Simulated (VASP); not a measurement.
OSZICAR of a VASP run on CrI3 (relaxed from the BiI3 structure, space group R-3):

**OSZICAR**
```
       N       E                     dE             d eps       ncg     rms          rms(c)
DAV:   1     0.446831545739E+03    0.44683E+03   -0.26945E+04  2784   0.112E+03
DAV:   2     0.545781463926E+01   -0.44137E+03   -0.42564E+03  2814   0.275E+02
DAV:   3    -0.351612149123E+02   -0.40619E+02   -0.39975E+02  2852   0.808E+01
DAV:   4    -0.364177346675E+02   -0.12565E+01   -0.12541E+01  2910   0.144E+01
DAV:   5    -0.364499830818E+02   -0.32248E-01   -0.32237E-01  3126   0.236E+00    0.177E+01
DAV:   6    -0.377846900237E+02   -0.13347E+01   -0.34627E+01  2790   0.445E+01    0.246E+01
DAV:   7    -0.340310613018E+02    0.37536E+01   -0.18117E+01  2734   0.461E+01    0.901E+00
DAV:   8    -0.341485304152E+02   -0.11747E+00   -0.27148E+00  2444   0.731E+00    0.406E+00
DAV:   9    -0.341020204087E+02    0.46510E-01   -0.35843E-01  2850   0.480E+00    0.214E+00
DAV:  10    -0.341013444228E+02    0.67599E-03   -0.65025E-02  2462   0.183E+00    0.125E+00
DAV:  11    -0.341019052394E+02   -0.56082E-03   -0.10143E-02  2676   0.686E-01    0.650E-01
DAV:  12    -0.341024674190E+02   -0.56218E-03   -0.10914E-03  2766   0.197E-01    0.438E-01
DAV:  13    -0.341025023068E+02   -0.34888E-04   -0.11375E-04  2856   0.526E-02    0.287E-01
DAV:  14    -0.341025023669E+02   -0.60131E-07   -0.15760E-04  2578   0.486E-02    0.752E-02
DAV:  15    -0.341024772261E+02    0.25141E-04   -0.74963E-05  2882   0.722E-02    0.265E-02
DAV:  16    -0.341024788507E+02   -0.16246E-05   -0.13405E-05  2336   0.166E-02    0.104E-02
DAV:  17    -0.341024797455E+02   -0.89482E-06   -0.19322E-06  1684   0.972E-03
   1 F= -.34102480E+02 E0= -.34102480E+02  d E =-.341025E+02  mag=     6.0000
       N       E                     dE             d eps       ncg     rms          rms(c)
DAV:   1    -0.341135043125E+02   -0.11025E-01   -0.21384E-01  2506   0.406E+00    0.926E-01
DAV:   2    -0.341135477921E+02   -0.43480E-04   -0.75731E-02  2588   0.301E+00    0.102E+00
DAV:   3    -0.341036068844E+02    0.99409E-02   -0.21538E-02  2586   0.176E+00    0.217E-01
DAV:   4    -0.341031184685E+02    0.48842E-03   -0.42876E-03  2416   0.242E-01    0.132E-01
DAV:   5    -0.341030017323E+02    0.11674E-03   -0.32717E-04  2602   0.167E-01    0.822E-02
DAV:   6    -0.341029965901E+02    0.51421E-05   -0.26944E-05  2812   0.356E-02    0.595E-02
DAV:   7    -0.341029892434E+02    0.73468E-05   -0.33316E-05  2624   0.235E-02    0.232E-02
DAV:   8    -0.341029893627E+02   -0.11932E-06   -0.47046E-06  2580   0.127E-02
   2 F= -.34102989E+02 E0= -.34102989E+02  d E =-.509617E-03  mag=     6.0000
       N       E                     dE             d eps       ncg     rms          rms(c)
DAV:   1    -0.341032992646E+02   -0.31002E-03   -0.56910E-03  2508   0.666E-01    0.152E-01
DAV:   2    -0.341033046540E+02   -0.53894E-05   -0.20944E-03  2604   0.504E-01    0.169E-01
DAV:   3    -0.341030310222E+02    0.27363E-03   -0.56436E-04  2598   0.285E-01    0.342E-02
DAV:   4    -0.341030179180E+02    0.13104E-04   -0.11210E-04  2410   0.378E-02    0.217E-02
DAV:   5    -0.341030136052E+02    0.43128E-05   -0.10843E-05  2598   0.305E-02    0.132E-02
DAV:   6    -0.341030133146E+02    0.29054E-06   -0.69256E-07  1264   0.609E-03
   3 F= -.34103013E+02 E0= -.34103013E+02  d E =-.533569E-03  mag=     6.0000
       N       E                     dE             d eps       ncg     rms          rms(c)
DAV:   1    -0.341030327264E+02   -0.19121E-04   -0.39679E-04  2520   0.178E-01    0.412E-02
DAV:   2    -0.341030345435E+02   -0.18172E-05   -0.16022E-04  2606   0.140E-01    0.475E-02
DAV:   3    -0.341030133080E+02    0.21236E-04   -0.44197E-05  2604   0.796E-02    0.815E-03
DAV:   4    -0.341030125411E+02    0.76691E-06   -0.76303E-06  2422   0.983E-03
   4 F= -.34103013E+02 E0= -.34103013E+02  d E =-.532796E-03  mag=     6.0000
       N       E                     dE             d eps       ncg     rms          rms(c)
DAV:   1    -0.341045392784E+02   -0.15260E-02   -0.33334E-02  2504   0.160E+00    0.369E-01
DAV:   2    -0.341046019380E+02   -0.62660E-04   -0.12393E-02  2600   0.123E+00    0.413E-01
DAV:   3    -0.341029699226E+02    0.16320E-02   -0.33160E-03  2586   0.692E-01    0.807E-02
DAV:   4    -0.341028951979E+02    0.74725E-04   -0.65032E-04  2416   0.905E-02    0.527E-02
DAV:   5    -0.341028712882E+02    0.23910E-04   -0.67650E-05  2604   0.759E-02    0.324E-02
DAV:   6    -0.341028700763E+02    0.12119E-05   -0.46228E-06  2242   0.149E-02    0.237E-02
DAV:   7    -0.341028684345E+02    0.16418E-05   -0.52505E-06  2240   0.885E-03    0.101E-02
DAV:   8    -0.341028682215E+02    0.21299E-06   -0.67087E-07  1394   0.636E-03
   5 F= -.34102868E+02 E0= -.34102868E+02  d E =-.388476E-03  mag=     6.0000
       N       E                     dE             d eps       ncg     rms          rms(c)
DAV:   1    -0.341042615263E+02   -0.13931E-02   -0.25387E-02  2504   0.140E+00    0.320E-01
DAV:   2    -0.341042922176E+02   -0.30691E-04   -0.91948E-03  2590   0.105E+00    0.355E-01
DAV:   3    -0.341030795417E+02    0.12127E-02   -0.25371E-03  2578   0.605E-01    0.726E-02
DAV:   4    -0.341030225274E+02    0.57014E-04   -0.49743E-04  2406   0.805E-02    0.455E-02
DAV:   5    -0.341030082637E+02    0.14264E-04   -0.43941E-05  2594   0.613E-02    0.280E-02
DAV:   6    -0.341030077816E+02    0.48212E-06   -0.30915E-06  1926   0.125E-02
   6 F= -.34103008E+02 E0= -.34103008E+02  d E =-.528036E-03  mag=     6.0000
       N       E                     dE             d eps       ncg     rms          rms(c)
DAV:   1    -0.341030235646E+02   -0.15301E-04   -0.23897E-04  2528   0.142E-01    0.341E-02
DAV:   2    -0.341030275619E+02   -0.39973E-05   -0.11256E-04  2602   0.118E-01    0.411E-02
DAV:   3    -0.341030113986E+02    0.16163E-04   -0.32000E-05  2600   0.674E-02    0.600E-03
DAV:   4    -0.341030109989E+02    0.39962E-06   -0.46317E-06  2226   0.780E-03
   7 F= -.34103011E+02 E0= -.34103011E+02  d E =-.531253E-03  mag=     6.0000
       N       E                     dE             d eps       ncg     rms          rms(c)
DAV:   1    -0.341029835696E+02    0.27829E-04   -0.12206E-02  3204   0.156E+00    0.738E-02
DAV:   2    -0.341031415072E+02   -0.15794E-03   -0.17792E-03  2404   0.296E-01    0.576E-02
DAV:   3    -0.341031226130E+02    0.18894E-04   -0.15737E-04  2430   0.137E-01    0.288E-02
DAV:   4    -0.341031182383E+02    0.43747E-05   -0.15824E-05  2456   0.286E-02    0.139E-02
DAV:   5    -0.341031163080E+02    0.19303E-05   -0.60638E-06  2660   0.184E-02    0.831E-03
DAV:   6    -0.341031160136E+02    0.29444E-06   -0.10132E-06  1392   0.768E-03
   8 F= -.34103116E+02 E0= -.34103116E+02  d E =-.105015E-03  mag=     6.0000
```

Q: Which electronic solver shows in the log?

A: It is blocked Davidson (ALGO = Normal, or the opening steps of other solvers). The INCAR had ALGO = Normal.

Q: How was spin treated?

A: Collinear spin (ISPIN = 2): the summary line carries one mag value, 6.00 μB in the cell.

Q: Can the final energy be trusted as converged?

A: The run converged. It stopped with EDIFF = 1E-6, NELM = 100, NSW = 60 and EDIFFG = -0.02 after 8 ionic steps (PBEsol GGA, plane waves, VASP's PBE PAW potentials (set 64)). The moments were started parallel, and other spin orders were not tried in this run.

The structure was generated: CrI3 was put into the BiI3 type (R-3), which need not be its known phase. This run relaxes it. Symmetry was kept, so distortions that lower it aren't found. The start is the result of an earlier pass.
